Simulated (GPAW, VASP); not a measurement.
Given: the input of a run of VASP 6.6.1 on Rb2Mg. The cell comes from a database or a generator and needn't be the stable form of this composition.

Contents of INCAR:

```
PREC = Accurate
ENCUT = 520
EDIFF = 1E-6
ISMEAR = 0
SIGMA = 0.1
LREAL = False
LASPH = True
NELM = 100
ALGO = Normal
ISIF = 2
LWAVE = False
LCHARG = False
```

Contents of KPOINTS:

```
Automatic mesh
0
Gamma
  5 5 5
```

The input POSCAR:

```
Rb2Mg
1.0
   -5.0025420000      5.0025420000      3.5813310000
    5.0025420000     -5.0025420000      3.5813310000
    5.0025420000      5.0025420000     -3.5813310000
Rb Mg
4 2
Cartesian
   -1.6563516613      3.3461903387      3.5813310000
    6.6588936613      1.6563516613      0.0000000000
    1.6563516613      3.3461903387      0.0000000000
    3.3461903387      1.6563516613      3.5813310000
    0.0000000000      0.0000000000      1.7906655000
    0.0000000000      0.0000000000      5.3719965000
```

Potentials or basis: VASP PAW LDA potentials, release 64 (Rb_sv, Mg_pv).

Run with:

```bash
$ cat potpaw_LDA.64/Rb_sv/POTCAR potpaw_LDA.64/Mg_pv/POTCAR > POTCAR
$ mpirun -np 1 vasp_std > vasp.out
```

Translate it to GPAW 26.7.0 (ASE script). Potentials or basis there: the program's PAW data sets (release 1.2.1) made for this functional, cutoff 800 eV.

As run (cutoffs and basis follow the program's own potentials, and thresholds, step limits or extra output files can differ):

run.py

```python
from ase.dft.bandgap import bandgap
from ase.io import read, write
from ase.units import GPa
from gpaw import GPAW, PW

atoms = read('Rb2Mg.xyz')

calc = GPAW(mode=PW(800),
            xc='LDA',
            kpts={'size': (5, 5, 5), 'gamma': True},
            occupations={'name': 'methfessel-paxton', 'order': 0, 'width': 0.1},
            nbands=45,
            convergence={'density': 1e-05, 'energy': 1e-05},
            maxiter=150,
            txt='gpaw.txt')
atoms.calc = calc
energy = atoms.get_potential_energy()
forces = atoms.get_forces()
stress = atoms.get_stress()
calc.write('gs.gpw')
write('result.traj', atoms)
print(f'Energy: {energy:.6f} eV')
print('Forces (eV/A):')
print(forces.round(4))
print('Stress (GPa):', (stress / GPa).round(3))
print('Fermi level:', round(calc.get_fermi_level(), 4), 'eV')
print(f'Gap: {bandgap(calc)[0]:.4f} eV, direct: {bandgap(calc, direct=True)[0]:.4f} eV')
```

The input Rb2Mg.xyz:

```xyz
6
Lattice="-5.0025420000 5.0025420000 3.5813310000 5.0025420000 -5.0025420000 3.5813310000 5.0025420000 5.0025420000 -3.5813310000" Properties=species:S:1:pos:R:3 pbc="T T T"
Rb    -1.6563516613      3.3461903387      3.5813310000
Rb     6.6588936613      1.6563516613      0.0000000000
Rb     1.6563516613      3.3461903387      0.0000000000
Rb     3.3461903387      1.6563516613      3.5813310000
Mg     0.0000000000      0.0000000000      1.7906655000
Mg     0.0000000000      0.0000000000      5.3719965000
```

Potentials or basis: the program's PAW data sets (release 1.2.1) made for this functional, pw.

Run with:

```bash
$ OMP_NUM_THREADS=1 python run.py
```

Both were run:

|  | VASP | GPAW |
| --- | --- | --- |
| Pressure | -0.7 GPa | -0.7 GPa |

The potentials hold 52 and 56 valence electrons a cell.

The two programs' LDA may be different fits to the electron gas.

Pressure is positive in compression.
